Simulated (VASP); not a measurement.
Input:

```
Li2O
1.0
    0.00000     2.29114     2.29114
    2.29114     0.00000     2.29114
    2.29114     2.29114     0.00000
Li O
2 1
Direct
  0.25000   0.25000   0.25000
  0.75000   0.75000   0.75000
  0.00000   0.00000   0.00000
```

These are r2SCAN meta-GGA, VASP's PBE PAW potentials (set 64) (plane waves; VASP 6.6.1) values and carry that method's errors. Run with 600 eV cut-off, 8×8×8 Γ-centred mesh, Gaussian smearing of 0.050 eV, potentials Li_sv O.

**Question.** Predict the energy per atom (σ→0), band gap (on the k-mesh) with the smallest direct gap where there is one.

**Answer.** 
```yaml
band gap (on the k-mesh): 5.72 eV
smallest direct gap (on the k-mesh): 6.30 eV
energy per atom (σ→0): -5.612 eV/atom
```

Only differences to runs with the same potentials and settings are physical.

The compound is Li2O in the antifluorite structure. It was relaxed first.
